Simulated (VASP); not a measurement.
# Ta2CoO6 with LDA + U: from relaxation to properties, part 6 of 8

Aim: relax Ta2CoO6 with LDA + U, compute its properties on that cell and hold them against experiment. The start is a cell from a database of measured crystal structures.

VASP 6.6.1; LDA, DFT+U (Co d 4 eV), spin-polarised from a ferromagnetic start; plane waves and PAW (Ta_pv, Co, O).

Still holding for the runs below: The magnetic state follows from one typed start and may not be the lowest.

So far, gap on the k-mesh (eV): step 2 (relaxing cell and atoms (LDA + U)) 2.56. The relaxed cell has a = 4.701, c = 9.013 Å (conventional setting).

### 6. Total and projected DOS (LDA + U)

Here the states are counted by energy and projected on the atoms. The mesh is finer than in the run before.

Contents of INCAR:

```
SYSTEM = Ta2CoO6
PREC = Accurate
ENCUT = 520
EDIFF = 1E-06
NELM = 100
ISMEAR = -5
SIGMA = 0.05
LREAL = .FALSE.
ALGO = Normal
GGA = CA
NBANDS = 120
ISPIN = 2
MAGMOM = 0.026 0.026 0.026 0.026 2.689 2.689 0.029 0.029 0.029 0.029 0.035 0.035 0.035 0.035 0.035 0.035 0.035 0.035
LDAU = .TRUE.
LDAUTYPE = 2
LDAUL = -1 2 -1
LDAUU = 0 4 0
LDAUJ = 0 0 0
LDAUPRINT = 1
LASPH = .TRUE.
LMAXMIX = 4
LORBIT = 11
LWAVE = .FALSE.
LCHARG = .FALSE.
KPAR = 8
NEDOS = 2001
```

Contents of POSCAR:

```
Ta2CoO6
1.0
    4.7009886135      0.0000000000      0.0000000000
    0.0000000000      4.7009886135      0.0000000000
    0.0000000000      0.0000000000      9.0130363891
Ta Co O
4 2 12
Direct
    0.0000000000      0.0000000000      0.3307636341
    0.5000000000      0.5000000000      0.8307636341
    0.5000000000      0.5000000000      0.1692363659
    0.0000000000      0.0000000000      0.6692363659
    0.0000000000      0.0000000000      0.0000000000
    0.5000000000      0.5000000000      0.5000000000
    0.3074331901      0.3074331901      0.0000000000
    0.1925668099      0.8074331901      0.5000000000
    0.6925668099      0.6925668099      0.0000000000
    0.8074331901      0.1925668099      0.5000000000
    0.2966403633      0.2966403633      0.3267850621
    0.2033596367      0.7966403633      0.8267850621
    0.7033596367      0.7033596367      0.3267850621
    0.7966403633      0.2033596367      0.8267850621
    0.7966403633      0.2033596367      0.1732149379
    0.7033596367      0.7033596367      0.6732149379
    0.2033596367      0.7966403633      0.1732149379
    0.2966403633      0.2966403633      0.6732149379
```

Contents of KPOINTS:

```
Automatic mesh
0
Gamma
7 7 4
0 0 0
```

The projector-augmented-wave data sets are Ta_pv, Co and O (LDA family, release 64).

The run is started by

```console
> mpirun -np 8 vasp_std
```

Log:

```text
[... set-up lines as in an earlier step ...]
 entering main loop
       N       E                     dE             d eps       ncg     rms          rms(c)
DAV:   1     0.147526348146E+04    0.14753E+04   -0.60901E+04 14424   0.120E+03
DAV:   2    -0.212414584374E+02   -0.14965E+04   -0.13561E+04 15120   0.374E+02
DAV:   3    -0.199964644990E+03   -0.17872E+03   -0.16837E+03 15736   0.136E+02
DAV:   4    -0.206061334310E+03   -0.60967E+01   -0.60197E+01 16768   0.271E+01
DAV:   5    -0.206173800918E+03   -0.11247E+00   -0.11227E+00 20896   0.360E+00    0.785E+01
DAV:   6    -0.177470328030E+03    0.28703E+02   -0.77397E+01 20680   0.556E+01    0.444E+01
DAV:   7    -0.175898093588E+03    0.15722E+01   -0.20736E+01 19480   0.522E+01    0.307E+01
DAV:   8    -0.176350235563E+03   -0.45214E+00   -0.39840E+00 19168   0.854E+00    0.130E+01
DAV:   9    -0.176216731409E+03    0.13350E+00   -0.51337E-01 20288   0.869E+00    0.297E+00
DAV:  10    -0.176266804147E+03   -0.50073E-01   -0.27758E-01 19344   0.178E+00    0.751E-01
DAV:  11    -0.176272447973E+03   -0.56438E-02   -0.15726E-02 18360   0.869E-01    0.486E-01
DAV:  12    -0.176276566776E+03   -0.41188E-02   -0.31105E-03 19032   0.371E-01    0.219E-01
DAV:  13    -0.176277321588E+03   -0.75481E-03   -0.15033E-03 19112   0.258E-01    0.967E-02
DAV:  14    -0.176277518106E+03   -0.19652E-03   -0.34674E-04 18568   0.936E-02    0.510E-02
DAV:  15    -0.176277578295E+03   -0.60189E-04   -0.95180E-05 17952   0.505E-02    0.300E-02
DAV:  16    -0.176277586040E+03   -0.77446E-05   -0.16456E-05 19072   0.299E-02    0.141E-02
DAV:  17    -0.176277587253E+03   -0.12128E-05   -0.30224E-06 14376   0.800E-03    0.682E-03
DAV:  18    -0.176277587379E+03   -0.12681E-06   -0.69431E-07  9512   0.428E-03
   1 F= -.17627759E+03 E0= -.17627759E+03  d E =0.000000E+00  mag=     6.0000
```

Run time: 5.3 min. Hardware: 8 MPI ranks of Intel Xeon Platinum 8259CL at 2.50GHz (Skylake/Cascade Lake), shared host; peak memory 7.4 GiB; 34 min of CPU time.

From OUTCAR (step 6):

```text
   k-points           NKPTS =     30   k-points in BZ     NKDIM =     30   number of bands    NBANDS=    120

   NELECT =     134.0000    total number of electrons

atom =   5  type =  2  l = 2

 onsite density matrix

spin component  1

  0.9931  0.0000 -0.0266  0.0000 -0.0000
  0.0000  0.9924  0.0000 -0.0244  0.0000
 -0.0266  0.0000  0.9839  0.0000  0.0000
  0.0000 -0.0244  0.0000  0.9924  0.0000
 -0.0000  0.0000  0.0000  0.0000  0.9697

spin component  2

  0.5934  0.0000  0.3935  0.0000  0.0000
  0.0000  0.5597  0.0000  0.3985  0.0000
  0.3935  0.0000  0.5031  0.0000 -0.0000
  0.0000  0.3985  0.0000  0.5597  0.0000
  0.0000  0.0000 -0.0000  0.0000  0.0438

 occupancies and eigenvectors

  o =  0.0438  v =  0.0000  0.0000  0.0000  0.0000  0.0000  0.0000 -0.0000 -0.0000  0.0000 -1.0000      0.0000  0.0000  0.0000  0.0000  0.0000  0.0000  0.0000  0.0000  0.0000  0.0000
  o =  0.1522  v =  0.0000  0.0000  0.0000  0.0000  0.0000 -0.6656 -0.0000  0.7463  0.0000 -0.0000      0.0000  0.0000  0.0000  0.0000  0.0000  0.0000  0.0000  0.0000  0.0000  0.0000
  o =  0.1613  v =  0.0000  0.0000  0.0000  0.0000  0.0000 -0.0000  0.7071  0.0000 -0.7071 -0.0000      0.0000  0.0000  0.0000  0.0000  0.0000  0.0000  0.0000  0.0000  0.0000  0.0000
  o =  0.9444  v =  0.0000  0.0000  0.0000  0.0000  0.0000 -0.7463  0.0000 -0.6656  0.0000  0.0000      0.0000  0.0000  0.0000  0.0000  0.0000  0.0000  0.0000  0.0000  0.0000  0.0000
  o =  0.9582  v =  0.0000  0.0000  0.0000  0.0000  0.0000 -0.0000 -0.7071 -0.0000 -0.7071  0.0000      0.0000  0.0000  0.0000  0.0000  0.0000  0.0000  0.0000  0.0000  0.0000  0.0000
  o =  0.9615  v = -0.6444  0.0000 -0.7647  0.0000  0.0000  0.0000  0.0000  0.0000  0.0000  0.0000      0.0000  0.0000  0.0000  0.0000  0.0000  0.0000  0.0000  0.0000  0.0000  0.0000
  o =  0.9680  v = -0.0000 -0.7071 -0.0000 -0.7071 -0.0000  0.0000  0.0000  0.0000  0.0000  0.0000      0.0000  0.0000  0.0000  0.0000  0.0000  0.0000  0.0000  0.0000  0.0000  0.0000
  o =  0.9697  v =  0.0000 -0.0000  0.0000 -0.0000  1.0000  0.0000  0.0000  0.0000  0.0000  0.0000      0.0000  0.0000  0.0000  0.0000  0.0000  0.0000  0.0000  0.0000  0.0000  0.0000
  o =  1.0155  v = -0.7647 -0.0000  0.6444  0.0000  0.0000  0.0000  0.0000  0.0000  0.0000  0.0000      0.0000  0.0000  0.0000  0.0000  0.0000  0.0000  0.0000  0.0000  0.0000  0.0000
  o =  1.0168  v =  0.0000 -0.7071 -0.0000  0.7071  0.0000  0.0000  0.0000  0.0000  0.0000  0.0000      0.0000  0.0000  0.0000  0.0000  0.0000  0.0000  0.0000  0.0000  0.0000  0.0000

atom =   6  type =  2  l = 2

 onsite density matrix

spin component  1

spin component  2

 occupancies and eigenvectors

  o =  0.0438  v =  0.0000  0.0000  0.0000  0.0000  0.0000  0.0000 -0.0000  0.0000 -0.0000  1.0000      0.0000  0.0000  0.0000  0.0000  0.0000  0.0000  0.0000  0.0000  0.0000  0.0000
  o =  0.1522  v =  0.0000  0.0000  0.0000  0.0000  0.0000 -0.6656 -0.0000 -0.7463 -0.0000  0.0000      0.0000  0.0000  0.0000  0.0000  0.0000  0.0000  0.0000  0.0000  0.0000  0.0000
  o =  0.1613  v =  0.0000  0.0000  0.0000  0.0000  0.0000  0.0000 -0.7071  0.0000 -0.7071 -0.0000      0.0000  0.0000  0.0000  0.0000  0.0000  0.0000  0.0000  0.0000  0.0000  0.0000
  o =  0.9444  v =  0.0000  0.0000  0.0000  0.0000  0.0000 -0.7463  0.0000  0.6656 -0.0000 -0.0000      0.0000  0.0000  0.0000  0.0000  0.0000  0.0000  0.0000  0.0000  0.0000  0.0000
  o =  0.9582  v =  0.0000  0.0000  0.0000  0.0000  0.0000 -0.0000 -0.7071  0.0000  0.7071 -0.0000      0.0000  0.0000  0.0000  0.0000  0.0000  0.0000  0.0000  0.0000  0.0000  0.0000
  o =  0.9615  v = -0.6444 -0.0000  0.7647  0.0000 -0.0000  0.0000  0.0000  0.0000  0.0000  0.0000      0.0000  0.0000  0.0000  0.0000  0.0000  0.0000  0.0000  0.0000  0.0000  0.0000
  o =  0.9680  v =  0.0000  0.7071  0.0000 -0.7071 -0.0000  0.0000  0.0000  0.0000  0.0000  0.0000      0.0000  0.0000  0.0000  0.0000  0.0000  0.0000  0.0000  0.0000  0.0000  0.0000
  o =  0.9697  v = -0.0000  0.0000  0.0000  0.0000  1.0000  0.0000  0.0000  0.0000  0.0000  0.0000      0.0000  0.0000  0.0000  0.0000  0.0000  0.0000  0.0000  0.0000  0.0000  0.0000
  o =  1.0155  v = -0.7647 -0.0000 -0.6444  0.0000 -0.0000  0.0000  0.0000  0.0000  0.0000  0.0000      0.0000  0.0000  0.0000  0.0000  0.0000  0.0000  0.0000  0.0000  0.0000  0.0000
  o =  1.0168  v =  0.0000  0.7071  0.0000  0.7071 -0.0000  0.0000  0.0000  0.0000  0.0000  0.0000      0.0000  0.0000  0.0000  0.0000  0.0000  0.0000  0.0000  0.0000  0.0000  0.0000

 E-fermi :   3.2318

 k-point     2 :       0.1429    0.0000    0.0000
  band No.  band energies     occupation
    ...
     66       2.1198      1.00000
     67       2.6783      1.00000
     68       2.7959      1.00000
     69       3.0140      1.00000
     70       3.1091      1.00000
     71       5.9169      0.00000
     72       6.1854      0.00000
     73       6.7924      0.00000
     74       6.8868      0.00000
     75       7.0246      0.00000
    ...

 k-point     3 :       0.2857    0.0000    0.0000
  band No.  band energies     occupation
    ...
     66       2.4550      1.00000
     67       2.5687      1.00000
     68       2.7886      1.00000
     69       2.9428      1.00000
     70       3.0324      1.00000
     71       5.9319      0.00000
     72       6.3565      0.00000
     73       6.5788      0.00000
     74       6.9254      0.00000
     75       7.1325      0.00000
    ...

  Total       -0.0081504     -0.0081504     -0.0543665     -0.0000000      0.0000000      0.0000000
  in kB       -0.0655604     -0.0655604     -0.4373132     -0.0000000      0.0000000      0.0000000
  external PRESSURE =      -0.1894780 kB  Pullay stress =       0.0000000 kB

 POSITION                                       TOTAL-FORCE (eV/Angst)
 -----------------------------------------------------------------------------------
      0.00000      0.00000      2.98118         0.000000      0.000000     -0.001842
      2.35049      2.35049      7.48770         0.000000      0.000000     -0.001842
      2.35049      2.35049      1.52533         0.000000      0.000000      0.001842
      0.00000      0.00000      6.03185         0.000000      0.000000      0.001842
      0.00000      0.00000      0.00000         0.000000      0.000000     -0.000000
      2.35049      2.35049      4.50652         0.000000      0.000000     -0.000000
      1.44524      1.44524      0.00000         0.002596      0.002596     -0.000000
      0.90525      3.79573      4.50652        -0.002596      0.002596     -0.000000
      3.25575      3.25575      0.00000        -0.002596     -0.002596     -0.000000
      3.79573      0.90525      4.50652         0.002596     -0.002596     -0.000000
      1.39450      1.39450      2.94533        -0.001640     -0.001640     -0.003095
      0.95599      3.74500      7.45184         0.001640     -0.001640     -0.003095
      3.30649      3.30649      2.94533         0.001640      0.001640     -0.003095
      3.74500      0.95599      7.45184        -0.001640      0.001640     -0.003095
      3.74500      0.95599      1.56119        -0.001640      0.001640      0.003095
      3.30649      3.30649      6.06771         0.001640      0.001640      0.003095
      0.95599      3.74500      1.56119         0.001640     -0.001640      0.003095
      1.39450      1.39450      6.06771        -0.001640     -0.001640      0.003095
 -----------------------------------------------------------------------------------
    total drift:                                0.000000      0.000000     -0.000000

  FREE ENERGIE OF THE ION-ELECTRON SYSTEM (eV)
  ---------------------------------------------------
  free  energy   TOTEN  =      -176.2775873795 eV

  energy  without entropy=     -176.2775873795  energy(sigma->0) =     -176.27758738

[... 14 parts as in an earlier step ...]

[... 10 further parts left out ...]
```

Numbers from this step:

```yaml
irreducible_k_points: 30
free_energy_toten: -176.2776 eV
fermi_energy: 3.232 eV
pressure: -0.01895 GPa
valence_top_at_k: 0.2857, 0.1429, 0.5
conduction_bottom_at_k: 0.4286, 0, 0.25
least_direct_gap_at_k: 0.4286, 0.1429, 0.5
gap_on_the_k_mesh: 2.515 eV
least_direct_gap_on_the_k_mesh: 2.547 eV
```

The density of states has structure finer than the step of the table below, so its rows give means over 0.5 eV, whole bins alone (the curve runs from -12.0 to 3.97 eV). Peaks (eV: height): total down -2.66: 11.1, -1.63: 9.95, -0.33: 17.5, -0.08: 8.81; total up -5.68: 11.3, -5.25: 12.6, -3.52: 11.2, -0.16: 11.6; O p up -5.25: 4.94, -1.46: 5.24, -1.20: 6.67, -0.16: 5.84; O p down -2.66: 6.59, -2.32: 5.36, -1.63: 6.36, -1.37: 5.74; Co d up -5.25: 2.97, -3.52: 3.35, -2.14: 2.80, -0.16: 3.57.

States under -12.0 eV and over 4.0 eV are left out. Density of states against energy, zero at the valence-band top; means over each step; 7 of 16 lines; values in states/eV/cell:

| energy (eV) | total down | total up | O p up | O p down | Co d up | Co d down | Ta d up |
| --- | --- | --- | --- | --- | --- | --- | --- |
| -7.5 | 0 | 0 | 0 | 0 | 0 | 0 | 0 |
| -7.0 | 0.0249 | 0.368 | 0.154 | 0.0108 | 0.0344 | 6.3e-4 | 0.0589 |
| -6.5 | 1.58 | 2.42 | 1.01 | 0.705 | 0.248 | 0.0308 | 0.420 |
| -6.0 | 4.17 | 5.85 | 2.53 | 1.95 | 0.641 | 0.0664 | 1.00 |
| -5.5 | 6.12 | 9.39 | 3.79 | 2.87 | 1.84 | 0.106 | 1.29 |
| -5.0 | 7.16 | 7.82 | 3.15 | 3.43 | 1.73 | 0.223 | 1.02 |
| -4.5 | 5.82 | 5.82 | 2.31 | 2.92 | 1.38 | 0.176 | 0.527 |
| -4.0 | 4.86 | 6.15 | 2.47 | 2.54 | 1.60 | 0.164 | 0.489 |
| -3.5 | 6.26 | 7.25 | 3.10 | 3.42 | 1.65 | 0.305 | 0.601 |
| -3.0 | 7.28 | 7.83 | 3.74 | 4.19 | 1.47 | 0.333 | 0.583 |
| -2.5 | 8.54 | 7.68 | 3.53 | 5.14 | 1.81 | 0.496 | 0.549 |
| -2.0 | 8.27 | 8.47 | 4.03 | 5.10 | 2.14 | 0.648 | 0.398 |
| -1.5 | 7.45 | 8.42 | 4.59 | 4.88 | 1.66 | 0.448 | 0.283 |
| -1.0 | 3.84 | 7.10 | 4.30 | 2.70 | 1.07 | 0.118 | 0.157 |
| -0.5 | 5.39 | 4.30 | 2.09 | 1.17 | 1.33 | 3.57 | 0.160 |
| 0.0 | 3.29 | 3.21 | 1.61 | 0.715 | 1.00 | 2.25 | 0.106 |
| 0.5 | 0 | 0 | 0 | 0 | 0 | 0 | 0 |
| 1.0 | 0 | 0 | 0 | 0 | 0 | 0 | 0 |
| 1.5 | 0 | 0 | 0 | 0 | 0 | 0 | 0 |
| 2.0 | 0 | 0 | 0 | 0 | 0 | 0 | 0 |
| 2.5 | 2.72 | 0.109 | 0.00926 | 0.118 | 0.00116 | 1.24 | 0.0782 |
| 3.0 | 6.29 | 3.00 | 0.339 | 0.463 | 0.0362 | 2.52 | 2.01 |
| 3.5 | 4.83 | 4.95 | 0.709 | 0.549 | 0.0613 | 1.41 | 3.25 |

The gap on this mesh is 2.51 eV. In the top eV of the valence band the largest shares in the PAW spheres are Co d 44 % and O p 39 %; in the lowest eV of the conduction band, Ta d 49 %, Co d 25 % and O p 9 %. The rest lies in smaller channels or between the spheres.

(Part 6 of 8 ends here.)

[Lines on the potential files, build, host, timing and source positions are cut from VASP's logs without a mark.]

[Logs are printed without paths, hosts, clocks, repeated set-up lines and the standing remarks that a program may print on its own settings, such as how far it seeks lower states.]

[Hosts, paths, dates, database ids (printed as entryN), source tags and the programs' standing remarks are cut or masked in the printed files.]

[A measured line is paired with the nearest computed mode of its activity, which favours agreement.]
